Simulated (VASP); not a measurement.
A convergence study with VASP on PbTe (rock salt): one setting is varied, all else stays as given below, so the limit is that of these other settings.

```xyz
2
Lattice="0.0000 3.2300 3.2300 3.2300 0.0000 3.2300 3.2300 3.2300 0.0000" Properties=species:S:1:pos:R:3 pbc="T T T"
Te     3.2300     3.2300     3.2300
Pb     0.0000     0.0000     0.0000
```

All values below come from LDA (Ceperley-Alder, Perdew-Zunger), VASP's LDA PAW potentials (set 64) (plane waves; VASP). The tightest run used: 600 eV cut-off, 6×6×6 Γ-centred mesh, Gaussian smearing of 0.010 eV, potentials Te Pb_d.

| setting | mean ε∞ | highest Γ mode (cm⁻¹) | plane waves |
|---|---|---|---|
| ENCUT = 200 | 33.04 | 16.0 | 444 |
| ENCUT = 300 | 33.27 | 11.7 | 821 |
| ENCUT = 400 | 33.24 | 11.0 | 1243 |

Q: These are the cheaper rows. Estimate the results at ENCUT = 600, and how far the last row shown lies from them.

A: 
```tsv
quantity	tightest run	last row shown is off by
mean ε∞	33.23	0.00
highest Γ mode (cm⁻¹)	12.5	-1.5
```

Left out are rungs that failed or repeat a setting and relaxations that didn't move; long series are thinned to 24 rows.

The compound is PbTe in the rock salt structure. The cell was not relaxed at this level.
